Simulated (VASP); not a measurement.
These are LDA (Ceperley-Alder, Perdew-Zunger), VASP's LDA PAW potentials (set 64) (plane waves; VASP) values and carry that method's errors.

Input for VASP

INCAR:
```
SYSTEM = NaI
PREC = Accurate
ENCUT = 500
EDIFF = 1E-6
NELM = 100
ALGO = Normal
LREAL = .FALSE.
LASPH = .TRUE.
ISMEAR = 0
SIGMA = 0.05
LMAXMIX = 4
LWAVE = .FALSE.
LCHARG = .FALSE.
IBRION = 2
ISIF = 3
NSW = 40
EDIFFG = -0.02
```

### POSCAR
```
NaI
1
    0.0000000000     3.1264603786     3.1264603786
    3.1264603786     0.0000000000     3.1264603786
    3.1264603786     3.1264603786     0.0000000000
Na I
1 1
Direct
  0.0000000000   0.0000000000   0.0000000000
  0.5000000000   0.5000000000   0.5000000000
```

### KPOINTS
```
Automatic
0
G
  7 7 7
0 0 0
```

POTCAR, in this order: Na_pv I (LDA.64 set). Program: vasp_std.

Unless said otherwise, spin-orbit coupling is left out, though it shifts the bands of the heavy elements here.

**Question.** What does the run give for the energy per atom (σ→0), band gap (on the k-mesh)?

**Answer.** 
energy per atom (σ→0): -3008 meV/atom
band gap (on the k-mesh): 3.64 eV

OSZICAR:
```
...
DAV:   5    -0.608349947544E+01   -0.43014E-02   -0.43011E-02   532   0.202E+00    0.178E+00
DAV:   6    -0.603016444734E+01    0.53335E-01   -0.63640E-02   503   0.197E+00    0.117E+00
DAV:   7    -0.601730683764E+01    0.12858E-01   -0.46130E-02   506   0.148E+00    0.472E-01
DAV:   8    -0.601693876074E+01    0.36808E-03   -0.24740E-03   488   0.519E-01    0.803E-02
DAV:   9    -0.601691506950E+01    0.23691E-04   -0.85468E-05   536   0.117E-01    0.340E-02
DAV:  10    -0.601691358889E+01    0.14806E-05   -0.17997E-05   602   0.632E-02    0.394E-03
DAV:  11    -0.601691348274E+01    0.10615E-06   -0.72030E-07   297   0.145E-02
   1 F= -.60169135E+01 E0= -.60169135E+01  d E =-.601691E+01
```

The compound is NaI in the rock salt structure. It was relaxed first, which changed the volume by -10 %.
